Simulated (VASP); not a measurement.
```
BaZrO3
1.0
    4.29707     0.00000     0.00000
    0.00000     4.29707     0.00000
    0.00000     0.00000     4.29707
Ba Zr O
1 1 3
Direct
  0.00000   0.00000   0.00000
  0.50000   0.50000   0.50000
  0.50000   0.00000   0.50000
  0.00000   0.50000   0.50000
  0.50000   0.50000   0.00000
```

Level of theory: vdW-DF2, VASP's PBE PAW potentials (set 64) (plane waves; VASP). Run with 520 eV cut-off, Gaussian smearing of 0.050 eV, potentials Ba_sv Zr_sv O.

Unless said otherwise, spin-orbit coupling is left out, though it shifts the bands of the heavy elements here.

Estimate the band gap (along the path) with the smallest direct gap where there is one.

```
Item                                    Value
------------------------------------  -------
band gap (along the path)             3.15 eV
smallest direct gap (along the path)  3.44 eV
```

The absolute energy has meaning only against runs of the same code, potentials and settings.

The compound is BaZrO3 in the cubic perovskite structure. It was relaxed first, which changed the volume by +8 %.
